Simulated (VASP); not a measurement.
Method: LDA (Ceperley-Alder, Perdew-Zunger), VASP's LDA PAW potentials (set 64) (plane waves; VASP 6.6.1).

A VASP calculation is set up with these files.

### POSCAR
```
SrTiO3
1
    3.7142260817     0.0000000000     0.0000000000
    0.0000000000     3.7142260817     0.0000000000
    0.0000000000     0.0000000000     3.7142260817
Sr Ti O
1 1 3
Direct
  0.0000000000   0.0000000000   0.0000000000
  0.5000000000   0.5000000000   0.5000000000
  0.5000000000   0.0000000000   0.5000000000
  0.0000000000   0.5000000000   0.5000000000
  0.5000000000   0.5000000000   0.0000000000
```

### KPOINTS
```
kpoints
0
Gamma
6 6 6
0 0 0
```

INCAR:
```
SYSTEM = SrTiO3
PREC = Accurate
ENCUT = 620
EDIFF = 1E-6
NELM = 100
ALGO = Normal
LREAL = .FALSE.
LASPH = .TRUE.
ISMEAR = 0
SIGMA = 0.05
LMAXMIX = 4
LWAVE = .FALSE.
LCHARG = .FALSE.
IBRION = 2
ISIF = 3
NSW = 40
EDIFFG = -0.02
PSTRESS = 450
```

POTCAR, in this order: Sr_sv Ti_sv O (LDA.64 set). Program: vasp_std.

What VASP printed:

File OSZICAR:
```
       N       E                     dE             d eps       ncg     rms          rms(c)
DAV:   1     0.506302283598E+03    0.50630E+03   -0.24985E+04   960   0.216E+03
DAV:   2     0.232740490769E+00   -0.50607E+03   -0.49825E+03  1144   0.555E+02
DAV:   3    -0.507090274364E+02   -0.50942E+02   -0.50317E+02  1376   0.163E+02
DAV:   4    -0.530720019470E+02   -0.23630E+01   -0.23621E+01  1400   0.317E+01
DAV:   5    -0.531241246896E+02   -0.52123E-01   -0.52121E-01  1344   0.430E+00    0.351E+01
DAV:   6    -0.436490220788E+02    0.94751E+01   -0.58081E+01  1368   0.804E+01    0.225E+01
DAV:   7    -0.436785616665E+02   -0.29540E-01   -0.61705E+00  1232   0.215E+01    0.140E+01
DAV:   8    -0.436831038310E+02   -0.45422E-02   -0.10926E+00  1304   0.124E+01    0.263E+00
DAV:   9    -0.436432110964E+02    0.39893E-01   -0.22414E-01  1248   0.581E+00    0.722E-01
DAV:  10    -0.436454425206E+02   -0.22314E-02   -0.77603E-02  1392   0.259E+00    0.445E-01
DAV:  11    -0.436432684679E+02    0.21741E-02   -0.25851E-02  1056   0.114E+00    0.172E-01
DAV:  12    -0.436431924001E+02    0.76068E-04   -0.15049E-03  1248   0.395E-01    0.623E-02
DAV:  13    -0.436432108359E+02   -0.18436E-04   -0.27612E-04  1512   0.113E-01    0.202E-02
DAV:  14    -0.436432130034E+02   -0.21675E-05   -0.21067E-05  1256   0.548E-02    0.450E-03
DAV:  15    -0.436432127899E+02    0.21354E-06   -0.28330E-06  1000   0.256E-02
   1 F= -.29251684E+02 E0= -.29251684E+02  d E =-.292517E+02
       N       E                     dE             d eps       ncg     rms          rms(c)
DAV:   1    -0.462283394804E+02   -0.25851E+01   -0.15649E+02  1272   0.139E+02    0.316E+01
DAV:   2    -0.418895683516E+02    0.43388E+01   -0.15091E+01  1288   0.400E+01    0.101E+01
DAV:   3    -0.410286366898E+02    0.86093E+00   -0.42250E+00  1472   0.201E+01    0.255E+00
DAV:   4    -0.410885049141E+02   -0.59868E-01   -0.65594E-01  1312   0.678E+00    0.147E+00
DAV:   5    -0.411427445930E+02   -0.54240E-01   -0.12386E-01  1536   0.180E+00    0.116E+00
DAV:   6    -0.411799744583E+02   -0.37230E-01   -0.50450E-02  1216   0.146E+00    0.466E-01
DAV:   7    -0.411886107879E+02   -0.86363E-02   -0.30768E-02  1440   0.860E-01    0.183E-01
DAV:   8    -0.411895786724E+02   -0.96788E-03   -0.32152E-03  1280   0.406E-01    0.632E-02
DAV:   9    -0.411896376677E+02   -0.58995E-04   -0.64769E-04  1344   0.221E-01    0.532E-02
DAV:  10    -0.411896364946E+02    0.11731E-05   -0.72685E-05  1136   0.732E-02    0.168E-02
DAV:  11    -0.411896368257E+02   -0.33106E-06   -0.62385E-06  1192   0.147E-02
   2 F= -.28730098E+02 E0= -.28730098E+02  d E =0.521585E+00
       N       E                     dE             d eps       ncg     rms          rms(c)
DAV:   1    -0.454618972150E+02   -0.42723E+01   -0.75459E+01  1224   0.106E+02    0.187E+01
DAV:   2    -0.435038504286E+02    0.19580E+01   -0.85105E+00  1176   0.318E+01    0.764E+00
DAV:   3    -0.430835631057E+02    0.42029E+00   -0.26269E+00  1224   0.109E+01    0.392E+00
DAV:   4    -0.431150494371E+02   -0.31486E-01   -0.60344E-01  1312   0.458E+00    0.331E+00
DAV:   5    -0.431359355842E+02   -0.20886E-01   -0.66188E-02  1560   0.253E+00    0.211E+00
DAV:   6    -0.431582105966E+02   -0.22275E-01   -0.82246E-02  1288   0.175E+00    0.264E-01
DAV:   7    -0.431587877324E+02   -0.57714E-03   -0.90200E-03  1200   0.656E-01    0.261E-01
DAV:   8    -0.431597540449E+02   -0.96631E-03   -0.16171E-03  1104   0.394E-01    0.592E-02
DAV:   9    -0.431598824631E+02   -0.12842E-03   -0.10917E-03  1400   0.233E-01    0.473E-02
DAV:  10    -0.431598976222E+02   -0.15159E-04   -0.13747E-04  1064   0.956E-02    0.101E-02
DAV:  11    -0.431598982438E+02   -0.62167E-06   -0.57495E-06  1224   0.195E-02
   3 F= -.29358221E+02 E0= -.29358221E+02  d E =-.106537E+00
       N       E                     dE             d eps       ncg     rms          rms(c)
DAV:   1    -0.431430495156E+02    0.16848E-01   -0.11775E-02  1232   0.125E+00    0.225E-01
DAV:   2    -0.431427258472E+02    0.32367E-03   -0.12582E-03  1176   0.385E-01    0.832E-02
DAV:   3    -0.431426624442E+02    0.63403E-04   -0.38634E-04  1344   0.156E-01    0.276E-02
DAV:   4    -0.431426671997E+02   -0.47555E-05   -0.66337E-05  1328   0.587E-02    0.235E-02
DAV:   5    -0.431426700562E+02   -0.28565E-05   -0.10241E-05  1264   0.185E-02    0.162E-02
DAV:   6    -0.431426734215E+02   -0.33653E-05   -0.43927E-06  1192   0.114E-02    0.701E-03
DAV:   7    -0.431426742461E+02   -0.82458E-06   -0.19935E-06   952   0.111E-02
   4 F= -.29358348E+02 E0= -.29358348E+02  d E =-.106664E+00
```

### OUTCAR
```
------------------------ aborting loop because EDIFF is reached ----------------------------------------
  FORCE on cell =-STRESS in cart. coord.  units (eV):
  Direction    XX          YY          ZZ          XY          YZ          ZX
  --------------------------------------------------------------------------------------
  Total       13.7536793     13.7536793     13.7536793     -0.0000000     -0.0000000     -0.0000000
  in kB      448.9994984    448.9994984    448.9994984     -0.0000000     -0.0000000     -0.0000000
  external PRESSURE =      -1.0005016 kB  Pullay stress =     450.0000000 kB
  volume of cell :       49.08
      direct lattice vectors                 reciprocal lattice vectors
     3.661237262 -0.000000000 -0.000000000     0.273131712  0.000000000  0.000000000
    -0.000000000  3.661237262  0.000000000     0.000000000  0.273131712  0.000000000
    -0.000000000 -0.000000000  3.661237262     0.000000000  0.000000000  0.273131712
 POSITION                                       TOTAL-FORCE (eV/Angst)
 -----------------------------------------------------------------------------------
      0.00000      0.00000      0.00000         0.000000      0.000000      0.000000
      1.83062      1.83062      1.83062        -0.000000     -0.000000      0.000000
      1.83062     -0.00000      1.83062         0.000000      0.000000      0.000000
     -0.00000      1.83062      1.83062        -0.000000     -0.000000      0.000000
      1.83062      1.83062     -0.00000         0.000000      0.000000      0.000000
 -----------------------------------------------------------------------------------
    total drift:                                0.000000      0.000000     -0.000000
  FREE ENERGIE OF THE ION-ELECTRON SYSTEM (eV)
  ---------------------------------------------------
  free  energy   TOTEN  =       -43.1426742461 eV

  energy  without entropy=      -43.1426742461  energy(sigma->0) =      -43.14267425
  enthalpy is  TOTEN    =       -29.3583477071 eV   P V=       13.7843265390

 reached required accuracy - stopping structural energy minimisation
```
(Selected blocks of OUTCAR.)

### CONTCAR
```
SrTiO3
   1.00000000000000
     3.6612372622931812   -0.0000000000000000   -0.0000000000000000
    -0.0000000000000000    3.6612372622931812    0.0000000000000000
    -0.0000000000000000   -0.0000000000000000    3.6612372622931812
  Sr              Ti              O
     1     1     3
Direct
     0.0000000000000000    0.0000000000000000    0.0000000000000000
     0.5000000000000000    0.5000000000000000    0.5000000000000000
     0.5000000000000000    0.0000000000000000    0.5000000000000000
     0.0000000000000000    0.5000000000000000    0.5000000000000000
     0.5000000000000000    0.5000000000000000    0.0000000000000000
```

**OUTCAR**
```
 val. band max:        5.6376459303   @ k =   0.5000   0.5000   0.5000

 cond. band min:       7.6712538348   @ k =   0.0000   0.0000   0.0000


 Fermi energy:         5.8805253058

 k-point     1 :       0.0000    0.0000    0.0000
  band No.  band energies     occupation
      1     -49.2983      2.00000
      2     -26.3727      2.00000
      3     -26.1239      2.00000
      4     -26.1239      2.00000
      5     -26.1239      2.00000
      6     -12.1920      2.00000
      7     -11.0911      2.00000
      8     -11.0911      2.00000
      9      -8.5562      2.00000
     10      -8.5562      2.00000
     11      -8.5562      2.00000
     12       2.7716      2.00000
     13       2.7716      2.00000
     14       2.7716      2.00000
     15       4.0784      2.00000
     16       4.0784      2.00000
     17       4.0784      2.00000
     18       5.4740      2.00000
     19       5.4740      2.00000
     20       5.4740      2.00000
     21       7.6713      0.00000
     22       7.6713      0.00000
     23       7.6713      0.00000
     24      10.7876      0.00000

 k-point     2 :       0.1667    0.0000    0.0000
  band No.  band energies     occupation
      1     -49.2971      2.00000
      2     -26.4268      2.00000
      3     -26.1216      2.00000
      4     -26.1216      2.00000
      5     -26.0972      2.00000
      6     -12.2707      2.00000
      7     -11.0714      2.00000
      8     -11.0073      2.00000
      9      -8.5318      2.00000
     10      -8.5318      2.00000
     11      -8.2571      2.00000
     12       2.3026      2.00000
     13       2.6764      2.00000
     14       2.6764      2.00000
     15       3.6343      2.00000
     16       3.6343      2.00000
     17       3.7297      2.00000
     18       4.5122      2.00000
     19       5.2912      2.00000
     20       5.2912      2.00000
     21       7.7415      0.00000
     22       8.4897      0.00000
     23       8.4897      0.00000
     24      11.2674      0.00000
...
```

Energy and stress use the plane-wave basis of the starting cell.

The compound is SrTiO3 in the cubic perovskite structure, the ideal cubic form; the compound distorts at low or room temperature. This run relaxes it under an external pressure of 45 GPa. Symmetry was kept, so distortions that lower it aren't found.
